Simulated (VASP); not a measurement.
An input for Quantum ESPRESSO's pw.x (written as the equivalent of a VASP run, and not itself run):

```
&CONTROL
  calculation = 'vc-relax'
  pseudo_dir = './pseudo'
  outdir = './out'
  tprnfor = .true.
  tstress = .true.
  nstep = 30
  forc_conv_thr = 0.00039
/
&SYSTEM
  ibrav = 0
  nat = 3
  ntyp = 2
  ecutwfc = 84
  occupations = 'smearing'
  smearing = 'gaussian'
  degauss = 0.003675
  input_dft = 'pbe'
/
&ELECTRONS
  conv_thr = 7.3e-09
  electron_maxstep = 100
/
&IONS
/
&CELL
  cell_dofree = 'shape'
/
ATOMIC_SPECIES
  Pt 195.084 Pt.upf
  S 32.060 S.upf
CELL_PARAMETERS angstrom
     1.8213011   -3.1545861    0.0000000
     1.8213011    3.1545861    0.0000000
     0.0000000    0.0000000    6.1753359
ATOMIC_POSITIONS crystal
  Pt   0.0000000  0.0000000  0.0000000
  S    0.3333330  0.6666670  0.2026288
  S    0.6666670  0.3333330  0.7973712
K_POINTS automatic
  7 7 4 0 0 0
```

Problem. Translate this input to VASP (INCAR, KPOINTS, POSCAR, choice of POTCAR).

Solution. Several could match; the one computed here: 
File POSCAR:
```
PtS2
1
    1.8213011034    -3.1545861208     0.0000000000
    1.8213011034     3.1545861208     0.0000000000
    0.0000000000     0.0000000000     6.1753358617
Pt S
1 2
Direct
  0.0000000000   0.0000000000   0.0000000000
  0.3333330000   0.6666670000   0.2026287619
  0.6666670000   0.3333330000   0.7973712381
```

**INCAR**
```
! general
SYSTEM  = PtS2
PREC    = Accurate
ENCUT   = 520
LREAL   = .FALSE.   ! projection in real space or not
LASPH   = .TRUE.   ! aspherical one-centre terms

! electronic loop
EDIFF   = 1E-7   ! SCF stop (eV)
NELM    = 100   ! most electronic steps
ALGO    = Normal   ! blocked Davidson
LMAXMIX = 6   ! l cut-off of mixed one-centre charges

! smearing
ISMEAR  = 0
SIGMA   = 0.05

! functional
GGA     = PE

! ions
IBRION  = 2   ! conjugate gradients
NSW     = 30   ! most ionic steps
ISIF    = 4
EDIFFG  = -0.01

! output
LWAVE   = .FALSE.
LCHARG  = .FALSE.
```

**KPOINTS**
```
Automatic mesh
0
Gamma
 7 7 4
0 0 0
```

POTCAR, in this order: Pt S (PBE.64 set). Program: vasp_std.

What does not carry over: the potentials are each code's own (VASP's PAW set, PseudoDojo norm-conserving files in pw.x), so ENCUT and ecutwfc are chosen apart and not converted; conv_thr bounds pw.x's estimated SCF error, while EDIFF bounds the energy change between steps; forc_conv_thr acts on force components and is met together with etot_conv_thr.

The compound is PtS2 in the 1T layered structure. This cell is one point of a volume scan, at 1.06 of the reference volume. Symmetry was kept, so distortions that lower it aren't found.
